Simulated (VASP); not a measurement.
Method: PBE GGA with D3 dispersion (Becke-Johnson damping), VASP's PBE PAW potentials (set 64) (plane waves; VASP).

A VASP calculation is set up with these files.

### KPOINTS
```
k-points along high-symmetry lines
15
Line-mode
Reciprocal
  0.000000   0.000000   0.000000 ! GAMMA
  0.500000   0.000000   0.500000 ! X

  0.500000   0.000000   0.500000 ! X
  0.625000   0.250000   0.625000 ! U

  0.375000   0.375000   0.750000 ! K
  0.000000   0.000000   0.000000 ! GAMMA

  0.000000   0.000000   0.000000 ! GAMMA
  0.500000   0.500000   0.500000 ! L

  0.500000   0.500000   0.500000 ! L
  0.500000   0.250000   0.750000 ! W

  0.500000   0.250000   0.750000 ! W
  0.500000   0.000000   0.500000 ! X
```

**POSCAR**
```
SrO
1
    0.0000000000     2.5800000000     2.5800000000
    2.5800000000     0.0000000000     2.5800000000
    2.5800000000     2.5800000000     0.0000000000
Sr O
1 1
Direct
  0.0000000000   0.0000000000   0.0000000000
  0.5000000000   0.5000000000   0.5000000000
```

INCAR:
```
LCHARG=.False.
LREAL=.False.   ! projection in real space or not
NELM=100   ! most electronic steps
PREC=Accurate
LORBIT=11   ! lm-projected
ENCUT=520
LASPH=.True.
SYSTEM=SrO
LMAXMIX=4
IVDW=12   ! D3, Becke-Johnson
LWAVE=.False.
ALGO=Normal   ! blocked Davidson
EDIFF=1E-7
ICHARG=11
GGA=PE   ! PBE
SIGMA=0.05   ! width (eV)
ISMEAR=0
```

POTCAR, in this order: Sr_sv O (PBE.64 set). Program: vasp_std. Read from the step before: CHGCAR.

Output

**OSZICAR**
```
       N       E                     dE             d eps       ncg     rms          rms(c)
DAV:   1     0.748069365883E+02    0.74807E+02   -0.87380E+03  2160   0.130E+03
DAV:   2    -0.690694309602E+01   -0.81714E+02   -0.74616E+02  2764   0.246E+02
DAV:   3    -0.106439868180E+02   -0.37370E+01   -0.36906E+01  2908   0.499E+01
DAV:   4    -0.107784383923E+02   -0.13445E+00   -0.13440E+00  2996   0.834E+00
DAV:   5    -0.107801320178E+02   -0.16936E-02   -0.16936E-02  2840   0.838E-01
DAV:   6    -0.107801541975E+02   -0.22180E-04   -0.22180E-04  3080   0.733E-02
DAV:   7    -0.107801546358E+02   -0.43830E-06   -0.43828E-06  2724   0.797E-03
DAV:   8    -0.107801546550E+02   -0.19196E-07   -0.19215E-07  1796   0.107E-03
   1 F= -.11266339E+02 E0= -.11266339E+02  d E =-.127236E-20
```

**OUTCAR**
```
 val. band max:        1.6142430424   @ k =   0.0000   0.0000   0.0000

 cond. band min:       4.8848019866   @ k =   0.5000   0.0000   0.5000



 k-point     1 :       0.0000    0.0000    0.0000
  band No.  band energies     occupation
      1     -30.8118      2.00000
      2     -13.4630      2.00000
      3     -12.4604      2.00000
      4     -12.4604      2.00000
      5     -12.4604      2.00000
      6       1.6142      2.00000
      7       1.6142      2.00000
      8       1.6142      2.00000
      9       5.5227      0.00000
     10       7.8016      0.00000
     11       7.8016      0.00000
     12       7.8016      0.00000

 k-point     2 :       0.0357    0.0000    0.0357
  band No.  band energies     occupation
      1     -30.8096      2.00000
      2     -13.5153      2.00000
      3     -12.4649      2.00000
      4     -12.4649      2.00000
      5     -12.4072      2.00000
      6       1.5276      2.00000
      7       1.6071      2.00000
      8       1.6071      2.00000
      9       5.6053      0.00000
     10       7.7354      0.00000
     11       7.8570      0.00000
     12       7.8570      0.00000

 k-point     3 :       0.0714    0.0000    0.0714
  band No.  band energies     occupation
      1     -30.8032      2.00000
      2     -13.6412      2.00000
      3     -12.4783      2.00000
      4     -12.4783      2.00000
      5     -12.2807      2.00000
      6       1.3023      2.00000
      7       1.5875      2.00000
      8       1.5875      2.00000
      9       5.8237      0.00000
     10       7.5513      0.00000
     11       8.0205      0.00000
     12       8.0205      0.00000

 k-point     4 :       0.1071    0.0000    0.1071
  band No.  band energies     occupation
      1     -30.7930      2.00000
      2     -13.7917      2.00000
      3     -12.4998      2.00000
      4     -12.4998      2.00000
      5     -12.1349      2.00000
      6       1.0115      2.00000
      7       1.5596      2.00000
...
```

The density is held fixed in this step, so its total energy and stress have no physical meaning.

The compound is SrO in the rock salt structure. The cell was not relaxed at this level.
